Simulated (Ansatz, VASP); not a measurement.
MoI in VASP and in Ansatz

```
CELL_PARAMETERS angstrom
0.00000 3.17885 3.17885
3.17885 0.00000 3.17885
3.17885 3.17885 0.00000
ATOMIC_POSITIONS crystal
Mo 0.00000 0.00000 0.00000
I 0.75000 0.75000 0.75000
```

The cell was built by a generator and needn't be a form met in nature.

Alike in both runs: task relaxation of cell and atoms; functional PBE; k mesh 7 × 7 × 7; occupations fermi-dirac, width 0.05 eV; no spin polarisation; Hubbard terms Mo d U = 6 eV.

|  | VASP | Ansatz |
| --- | --- | --- |
| version | VASP 6.6.1 | Ansatz 0.2.0 |
| potentials or method | VASP PAW PBE potentials, release 64 (Mo_sv, I) | Ansatz PAW |
| plane-wave cutoff (eV) | 600 | 420 |
| valence electrons in the cell | 21 | 31 |

Ansatz gave:

- gap on the k mesh at the Fermi level, each at its own relaxed structure (eV): none
- relaxed volume (Å³/atom): 32.38
- relaxed cell length with the largest relative difference (Å): 4.508
- energy change over the relaxation (meV/atom): 0

Q: Estimate VASP's values.

A: gap on the k mesh at the Fermi level, each at its own relaxed structure (eV): none; relaxed volume (Å³/atom): 32.84; relaxed cell length with the largest relative difference (Å): 4.529; energy change over the relaxation (meV/atom): -2.

The programs project onto different local orbitals, so the same U acts differently. A gap of «none» marks a metal or a gap that the smearing closes. The two sets of potentials don't hold the same shells in valence.

Caveats: an odd number of electrons without spin polarisation forces a metal; a magnetic or distorted state may lie lower; U without spin polarisation on a metal has little footing; the plane-wave basis is chosen anew once the cell has moved, so the energies of steps on either side of that aren't comparable (Ansatz). Spin-orbit coupling is left out, which matters for the levels of I.
